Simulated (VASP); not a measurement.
A convergence study with VASP on Cu (fcc): one setting is varied, all else stays as given below, so the limit is that of these other settings.

```yaml
crystal:
  lattice:
    - [0.00000, 1.80500, 1.80500]
    - [1.80500, 0.00000, 1.80500]
    - [1.80500, 1.80500, 0.00000]
  atoms:
    - { symbol: Cu, position: [0.00000, 0.00000, 0.00000] }
```

These are PBEsol GGA, VASP's PBE PAW potentials (set 64) (plane waves; VASP 6.6.1) values and carry that method's errors. The tightest run used: 550 eV cut-off, 23×23×23 Monkhorst-Pack mesh, first-order Methfessel-Paxton smearing of 0.10 eV, potentials Cu.

Q: The settings run are 1×1×1 mesh; 2×2×2 mesh; 3×3×3 mesh; 4×4×4 mesh; 5×5×5 mesh; 6×6×6 mesh; 7×7×7 mesh; 8×8×8 mesh; 9×9×9 mesh; 10×10×10 mesh; 11×11×11 mesh; 12×12×12 mesh; 13×13×13 mesh; 14×14×14 mesh; 15×15×15 mesh; 16×16×16 mesh; 17×17×17 mesh; 18×18×18 mesh; 19×19×19 mesh; 20×20×20 mesh; 21×21×21 mesh; 22×22×22 mesh; 23×23×23 mesh. From which on does the stress (every component) stay within 0.5 GPa of the tightest run?

A: From 6×6×6 mesh on: it is off by 0.19 there and by no more than 0.5 in any finer run, while 5×5×5 mesh is off by 0.64.
```csv
setting,E (eV/atom),pressure (GPa),irreducible k-points,difference judged (GPa)
1×1×1 mesh,-14.1772,-96.47,1,91.26
2×2×2 mesh,-3.6241,0.79,2,6.00
3×3×3 mesh,-4.6373,-9.25,4,4.04
4×4×4 mesh,-4.2383,-3.12,10,2.09
5×5×5 mesh,-4.4009,-5.86,10,0.64
6×6×6 mesh,-4.2904,-5.40,28,0.19
7×7×7 mesh,-4.3422,-5.32,20,0.11
8×8×8 mesh,-4.3039,-5.32,60,0.11
9×9×9 mesh,-4.3154,-5.10,35,0.11
10×10×10 mesh,-4.3038,-4.96,110,0.25
11×11×11 mesh,-4.3079,-5.41,56,0.19
12×12×12 mesh,-4.3029,-5.09,182,0.12
13×13×13 mesh,-4.3029,-5.24,84,0.03
14×14×14 mesh,-4.3025,-5.19,280,0.02
15×15×15 mesh,-4.3009,-5.40,120,0.19
16×16×16 mesh,-4.3027,-5.19,408,0.02
17×17×17 mesh,-4.3010,-5.37,165,0.15
18×18×18 mesh,-4.3024,-5.18,570,0.03
19×19×19 mesh,-4.3001,-5.26,220,0.05
20×20×20 mesh,-4.3020,-5.19,770,0.02
21×21×21 mesh,-4.3004,-5.23,286,0.02
22×22×22 mesh,-4.3019,-5.17,1012,0.04
23×23×23 mesh,-4.3005,-5.21,364,0.00
```

Left out are rungs that failed or repeat a setting and relaxations that didn't move; long series are thinned to 24 rows.

The compound is Cu in the fcc structure. The cell was not relaxed at this level.
